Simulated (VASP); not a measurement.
Here is the system:

```xyz
2
Lattice="0.0000 3.3854 3.3854 3.3854 0.0000 3.3854 3.3854 3.3854 0.0000" Properties=species:S:1:pos:R:3 pbc="T T T"
Sr     0.0000     0.0000     0.0000
Te     3.3854     3.3854     3.3854
```

These are PBE GGA, VASP's PBE PAW potentials (set 64) (plane waves; VASP 6.6.1) values and carry that method's errors. Numerical set-up: 300 eV cut-off, 9×9×9 Γ-centred mesh, Gaussian smearing of 0.010 eV, potentials Sr_sv Te.

Estimate the energy per atom (σ→0).

```json
{
 "energy per atom (σ→0)": "-4.133 eV/atom"
}
```

The absolute energy has meaning only against runs of the same code, potentials and settings.

The structure comes from a computed database's SrTe entry; how it stands against other phases isn't given here. The cell was not relaxed at this level.
